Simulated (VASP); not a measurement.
VASP runs on AuZn (space group Pm-3m) share one base input (LDA (Ceperley-Alder, Perdew-Zunger), plane waves, VASP's LDA PAW potentials (set 64)) and change the settings named in each case.

KPOINTS:
```
kpoints
0
Gamma
 7 7 7
```

INCAR:
```
ALGO  =  Normal
EDIFF  =  1E-6
ENCUT  =  300
ISIF  =  2
ISMEAR  =  1
LASPH  =  .TRUE.
LCHARG  =  .FALSE.
LMAXMIX  =  6
LREAL  =  .FALSE.
LWAVE  =  .FALSE.
NELM  =  100
PREC  =  Accurate
SIGMA  =  0.272
SYSTEM  =  AuZn
```

File POSCAR:
```
AuZn
1
    3.1947300000     0.0000000000     0.0000000000
    0.0000000000     3.1947300000     0.0000000000
    0.0000000000     0.0000000000     3.1947300000
Zn Au
1 1
Direct
  0.5000000000   0.5000000000   0.5000000000
  0.0000000000   0.0000000000   0.0000000000
```

POTCAR, in this order: Zn Au (LDA.64 set). Program: vasp_std.

| change | E(σ→0) (eV/atom) | pressure (GPa) | −TS (eV) |
|---|---|---|---|
| base run | -3.3338 | -12.04 | -0.0046 |
| EDIFF = 1E-09, ENCUT = 420, KPOINTS 10×10×10 Γ-centred mesh | -3.3264 | … | … |
| EDIFF = 1E-04, ENCUT = 240, ISMEAR = -1, SIGMA = 0.5, KPOINTS 6×6×6 Γ-centred mesh | -3.3014 | … | … |
| EDIFF = 1E-03, ENCUT = 180, SIGMA = 0.136, KPOINTS 3×3×3 Γ-centred mesh | -2.3754 | -144.70 | -0.0159 |
| ENCUT = 180, KPOINTS 1×1×1 Γ-centred mesh | -2.7097 | -128.64 | -0.1177 |
| EDIFF = 1E-04, ENCUT = 180, ISMEAR = 0, KPOINTS 6×6×6 Γ-centred mesh shifted by (0.5, 0.5, 0.5) | -2.6311 | -137.83 | -0.0126 |

Question: Some entries are withheld; supply them.

Answer: 
- EDIFF = 1E-09, ENCUT = 420, KPOINTS 10×10×10 Γ-centred mesh, pressure (GPa): -11.41
- EDIFF = 1E-09, ENCUT = 420, KPOINTS 10×10×10 Γ-centred mesh, −TS (eV): -0.0012
- EDIFF = 1E-04, ENCUT = 240, ISMEAR = -1, SIGMA = 0.5, KPOINTS 6×6×6 Γ-centred mesh, pressure (GPa): -18.56
- EDIFF = 1E-04, ENCUT = 240, ISMEAR = -1, SIGMA = 0.5, KPOINTS 6×6×6 Γ-centred mesh, −TS (eV): -0.4676

Energies of different potentials or functionals have different zeros.  Unless said otherwise, spin-orbit coupling is left out, though it shifts the bands of the heavy elements here. At 300 eV the pressure can carry a Pulay error.

Left out are runs that ran out of time, are held back, or changed the cell or the kind of run, fixed moments of cells without a moment, rows past the twelfth, gaps on odd meshes, pressures of charged cells and columns that move by less than the noise.

The structure is a typed AuZn crystal. The cell was not relaxed at this level, its lattice was scaled by up to 2.5 %. The electron count is odd and the run is not spin-polarised, which forces a metal.
